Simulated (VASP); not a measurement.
An input for Ansatz (written as the equivalent of a VASP run, and not itself run):

Ansatz 0.2 input:
```yaml
crystal:
  lattice:
    - [1.5700000, -2.7193200, 0.0000000]
    - [1.5700000, 2.7193200, 0.0000000]
    - [0.0000000, 0.0000000, 3.4800000]
  atoms:
    - { symbol: Hf, position: [0.0000000, 0.0000000, 0.0000000] }
    - { symbol: B, position: [0.3333330, 0.6666670, 0.5000000] }
    - { symbol: B, position: [0.6666670, 0.3333330, 0.5000000] }
kpoints:
  mp_grid: { grid: [10, 10, 8] }
hamiltonian:
  xc: pbe
  pseudopotentials: { kind: paw }
scf:
  occupations: { method: methfessel_paxton, width: 0.1 }
  max_iter: 100
output: { forces: true, stress: true, eigenvalues: true }
```

Q: Write the VASP files for the same calculation (PBE).

A: This is not unique; one that fits is 
POSCAR:
```
HfB2
3.140
  0.5000000000  -0.8660254777   0.0000000000
  0.5000000000   0.8660254777   0.0000000000
  0.0000000000   0.0000000000   1.1082802548
Hf B
1 2
Cart
  0.0000000000   0.0000000000   0.0000000000
  0.5000000000   0.2886757366   0.5541401274
  0.5000000000  -0.2886757366   0.5541401274
```

File KPOINTS:
```
Automatic mesh
0
Gamma
10 10 8
0 0 0
```

**INCAR**
```
ALGO  =  Normal
EDIFF  =  1E-5
ENCUT  =  520
GGA  =  PE
ISIF  =  2
ISMEAR  =  1
LASPH  =  T
LCHARG  =  F
LMAXMIX  =  6
LREAL  =  F
LWAVE  =  F
NELM  =  100
PREC  =  Accurate
SIGMA  =  0.1
SYSTEM  =  HfB2
```

POTCAR, in this order: Hf_pv B (PBE.64 set). Program: vasp_std.

Limits of the translation: each code has its own PAW files, so the cut-off isn't converted (ENCUT is set for VASP's; basis.ecutwfc is left out, and Ansatz then takes the one that its files recommend); Ansatz stops its SCF on the density residual and VASP on the energy change (EDIFF).

The compound is HfB2 in the AlB2 type structure. The cell was not relaxed at this level. The run is one of a series of settings (EDIFF = 1E-5 against the base run), some of them coarse on purpose.
